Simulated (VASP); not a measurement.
A convergence study with VASP on SiC (zinc blende): one setting is varied, all else stays as given below, so the limit is that of these other settings. Each run relaxes cell and ions from the cell shown. The basis is that of the starting cell, so low cut-offs carry a Pulay error.

```
CSi
1.0
    0.00000     2.18000     2.18000
    2.18000     0.00000     2.18000
    2.18000     2.18000     0.00000
Si C
1 1
Direct
  0.00000   0.00000   0.00000
  0.25000   0.25000   0.25000
```

The numbers are results of LDA (Ceperley-Alder, Perdew-Zunger), VASP's LDA PAW potentials (set 64) (plane waves; VASP 6.6.1), not measurements. The tightest run used: 800 eV cut-off, 9×9×9 Γ-centred mesh, Gaussian smearing of 0.050 eV, potentials Si C.

Gaps are read on the run's mesh, which can miss a band edge.

Q: The settings run are ENCUT = 250; ENCUT = 300; ENCUT = 350; ENCUT = 400; ENCUT = 450; ENCUT = 500; ENCUT = 550; ENCUT = 600; ENCUT = 650; ENCUT = 750; ENCUT = 800. From which on does the relaxed volume stay within 0.1 Å³/atom of the tightest run?

A: From ENCUT = 400 on: it is off by 0.036 there and by no more than 0.1 in any finer run, while ENCUT = 350 is off by 0.121.
| setting | relaxed volume (Å³/atom) | E (eV/atom) | gap on the mesh (eV) | plane waves | difference judged (Å³/atom) |
|---|---|---|---|---|---|
| ENCUT = 250 | 9.584 | -8.3809 | 1.324 | 194 | 0.571 |
| ENCUT = 300 | 9.854 | -8.3458 | 1.410 | 262 | 0.300 |
| ENCUT = 350 | 10.033 | -8.3318 | 1.434 | 331 | 0.121 |
| ENCUT = 400 | 10.119 | -8.3255 | 1.428 | 385 | 0.036 |
| ENCUT = 450 | 10.154 | -8.3225 | 1.435 | 459 | 0.000 |
| ENCUT = 500 | 10.160 | -8.3213 | 1.435 | 534 | 0.006 |
| ENCUT = 550 | 10.156 | -8.3215 | 1.435 | 620 | 0.002 |
| ENCUT = 600 | 10.152 | -8.3224 | 1.435 | 702 | 0.003 |
| ENCUT = 650 | 10.150 | -8.3235 | 1.436 | 797 | 0.004 |
| ENCUT = 750 | 10.153 | -8.3248 | 1.437 | 981 | 0.002 |
| ENCUT = 800 | 10.155 | -8.3252 | 1.437 | 1075 | 0.000 |

Left out are rungs that failed or repeat a setting and relaxations that didn't move; long series are thinned to 24 rows.

The compound is SiC in the zinc blende structure.
